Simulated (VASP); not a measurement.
An input for Ansatz (written as the equivalent of a VASP run, and not itself run):

Ansatz 0.2 input:
```yaml
crystal:
  lattice:
    - [0.0000000, 1.9588532, 1.9588532]
    - [1.9588532, 0.0000000, 1.9588532]
    - [7.6470693, 7.6470693, 0.1883434]
  atoms:
    - { symbol: Cu, position: [0.9772520, 0.9772520, 0.0170610] }
    - { symbol: Cu, position: [0.0227480, 0.0227480, 0.2329390] }
    - { symbol: Au, position: [0.0264499, 0.0264499, 0.4801626] }
    - { symbol: Au, position: [0.9735501, 0.9735501, 0.7698374] }
kpoints:
  mp_grid: { grid: [15, 15, 4] }
hamiltonian:
  xc: pbesol
  pseudopotentials: { kind: paw }
scf:
  occupations: { method: tetrahedron }
  max_iter: 100
output: { forces: true, stress: true, eigenvalues: true }
```

Problem. Write the VASP files for the same calculation (PBEsol).

Solution. This is not unique; one that fits is 
POSCAR:
```
Au2Cu2
1
    0.0000000000     1.9588531641     1.9588531641
    1.9588531641     0.0000000000     1.9588531641
    7.6470692919     7.6470692919     0.1883433645
Cu Au
2 2
Direct
  0.9772520025   0.9772520025   0.0170609981
  0.0227479975   0.0227479975   0.2329390019
  0.0264499311   0.0264499311   0.4801625517
  0.9735500689   0.9735500689   0.7698374483
```

File KPOINTS:
```
Automatic mesh
0
Gamma
 15 15 4
0 0 0
```

INCAR:
```
SYSTEM = Au2Cu2
PREC = Accurate
ENCUT = 400
EDIFF = 1E-7
NELM = 100
ALGO = Normal
LREAL = .FALSE.
LASPH = .TRUE.
ISMEAR = -5
GGA = PS
LMAXMIX = 6
LWAVE = .FALSE.
LCHARG = .TRUE.
LORBIT = 11
NEDOS = 601
ISIF = 2
LEFG = .TRUE.
```

POTCAR, in this order: Cu Au (PBE.64 set). Program: vasp_std.

What does not carry over: each code has its own PAW files, so the cut-off isn't converted (ENCUT is set for VASP's; basis.ecutwfc is left out, and Ansatz then takes the one that its files recommend); Ansatz stops its SCF on the density residual and VASP on the energy change (EDIFF); the field gradients of LEFG aren't asked of the other code.

The structure was generated: Au2Cu2 was put into an ordered model structure (R-3m), which need not be its known phase. It was relaxed first.
